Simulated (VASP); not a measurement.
Crystal: C.

```xyz
2
Lattice="0.0000 1.7834 1.7834 1.7834 0.0000 1.7834 1.7834 1.7834 0.0000" Properties=species:S:1:pos:R:3 pbc="T T T"
C     0.0000    0.0000    0.0000
C     0.8917    0.8917    0.8917
```

This isn't the form of C at room conditions, which is graphite.

```yaml
Program: VASP 6.6.1
Task: relaxation of cell and atoms
Functional: LDA
Potentials_or_basis: VASP PAW LDA potentials, release 64 (C)
Cutoff: 520 eV
k_mesh: 14 × 14 × 14
Occupations: gaussian, width 0.02 eV
Spin: no spin polarisation
```

At the start: pressure -11.6 GPa; volume 5.67 Å³/atom.

Q: Where does the relaxation end?

A: Over 6 steps the energy falls by 5.5 meV/atom and the volume is 5.52 Å³/atom (-2.6 %); space group Fd-3m (No. 227, to 0.05 Å).

Step by step:
| step | energy change (eV) | largest force (eV/Å) | pressure (GPa) | volume (Å³) |
| --- | --- | --- | --- | --- |
| 1 | 0.0000 | 0.0000 | -11.63 | 11.34 |
| 2 | 0.0077 | 0.0000 | 16.68 | 10.68 |
| 3 | -0.0109 | 0.0000 | -0.10 | 11.05 |
| 4 | -0.0109 | 0.0000 | 0.15 | 11.05 |
| 5 | -0.0109 | 0.0000 | -0.16 | 11.05 |
| 6 | -0.0109 | 0.0000 | 0.00 | 11.05 |

Final structure:
```
CELL_PARAMETERS angstrom
0.00000 1.76779 1.76779
1.76779 0.00000 1.76779
1.76779 1.76779 0.00000
ATOMIC_POSITIONS crystal
C 0.00000 0.00000 0.00000
C 0.25000 0.25000 0.25000
```
